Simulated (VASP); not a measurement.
Given:

```xyz
2
Lattice="1.3599 -2.3553 0.0000 1.3599 2.3553 0.0000 0.0000 0.0000 4.2871" Properties=species:S:1:pos:R:3 pbc="T T T"
Os     1.3599     0.7851     1.0718
Os     1.3599    -0.7851     3.2154
```

Method: LDA (Ceperley-Alder, Perdew-Zunger), VASP's LDA PAW potentials (set 64) (plane waves; VASP). Numerical set-up: 400 eV cut-off, 14×14×8 Γ-centred mesh, first-order Methfessel-Paxton smearing of 0.10 eV, potentials Os.

Unless said otherwise, spin-orbit coupling is left out, though it shifts the bands of the heavy elements here.

### Question
What does the run give for the energy per atom (σ→0), band gap (on the k-mesh) with the smallest direct gap where there is one?

### Answer

```json
{
 "band gap (on the k-mesh)": "none (metal, semimetal or under 0.01 eV)",
 "energy per atom (σ→0)": "-12648 meV/atom"
}
```

Only differences to runs with the same potentials and settings are physical.

The compound is Os in the hcp structure. It was relaxed first. The start is the result of an earlier pass.
